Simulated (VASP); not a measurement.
```yaml
crystal:
  lattice:
    - [3.90389, 0.00000, 0.00000]
    - [0.00000, 3.90389, 0.00000]
    - [0.00000, 0.00000, 3.90389]
  atoms:
    - { symbol: Sr, position: [0.00000, 0.00000, 0.00000] }
    - { symbol: Ti, position: [0.50000, 0.50000, 0.50000] }
    - { symbol: O, position: [0.50000, 0.00000, 0.50000] }
    - { symbol: O, position: [0.00000, 0.50000, 0.50000] }
    - { symbol: O, position: [0.50000, 0.50000, 0.00000] }
```

The numbers are results of r2SCAN+rVV10, VASP's PBE PAW potentials (set 64) (plane waves; VASP), not measurements. Numerical set-up: 520 eV cut-off, 6×6×6 Γ-centred mesh, tetrahedra with Blöchl corrections, potentials Sr_sv Ti_sv O.

The cores are frozen, which limits the accuracy of field gradients.

Q: Give the principal components of the electric field gradient (V/Å²) and the asymmetry η at each nucleus.

A: 
```csv
atom,Vxx,Vyy,Vzz,η
Sr1,0.0,0.0,0.0,-
Ti2,0.0,0.0,0.0,-
O3,-7.0,-7.0,14.1,0.00
O4,-7.0,-7.0,14.1,0.00
O5,-7.0,-7.0,14.1,0.00
```

The compound is SrTiO3 in the cubic perovskite structure, the ideal cubic form; the compound distorts at low or room temperature. It was relaxed first.
